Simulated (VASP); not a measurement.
Given:

```
CELL_PARAMETERS angstrom
      1.62133    -2.80822     0.00000
      1.62133     2.80822     0.00000
      0.00000     0.00000    15.48521
ATOMIC_POSITIONS crystal
  W  0.33333 0.66667 0.25000
  W  0.66667 0.33333 0.75000
  S  0.33333 0.66667 0.85254
  S  0.66667 0.33333 0.35254
  S  0.66667 0.33333 0.14746
  S  0.33333 0.66667 0.64746
```

The numbers are results of RPBE GGA, VASP's PBE PAW potentials (set 64) (plane waves; VASP), not measurements. Settings: 520 eV cut-off, 8×8×2 Γ-centred mesh, Gaussian smearing of 0.050 eV, potentials W_sv S.

Without a dispersion term in the relaxation, distances and binding between the weakly bound layers, chains or molecules are unreliable, and so is what depends on them.

### Question
The ions and cell shape at fixed volume are relaxed. Which structure does the run end with?

### Answer

```
CELL_PARAMETERS angstrom
      1.60490    -2.77977     0.00000
      1.60490     2.77977     0.00000
      0.00000     0.00000    15.80376
ATOMIC_POSITIONS crystal
  W  0.33333 0.66667 0.25000
  W  0.66667 0.33333 0.75000
  S  0.33333 0.66667 0.84948
  S  0.66667 0.33333 0.34948
  S  0.66667 0.33333 0.15052
  S  0.33333 0.66667 0.65052
```
Space group P6_3/mmc (194), at a tolerance of 0.03 Å.

### Question
How much energy does the relaxation gain?

### Answer
The energy (σ→0) changes by -7.9 meV/atom, in 8 ionic steps.

```csv
step,E(σ→0) (eV),max force (eV/Å),pressure (GPa),volume (Å³)
1,-44.9645,0.491,-3.38,141.01
2,-44.9902,0.052,-1.65,141.01
3,-44.9904,0.008,-1.47,141.01
4,-45.0066,0.004,-0.69,141.01
5,-45.0118,0.016,0.09,141.01
6,-45.0118,0.015,0.06,141.01
7,-45.0118,0.015,-0.05,141.01
8,-45.0118,0.001,0.00,141.01
```

The compound is WS2 in the 2H layered structure. This cell is one point of a volume scan, at 1.03 of the reference volume. Symmetry was kept, so distortions that lower it aren't found.
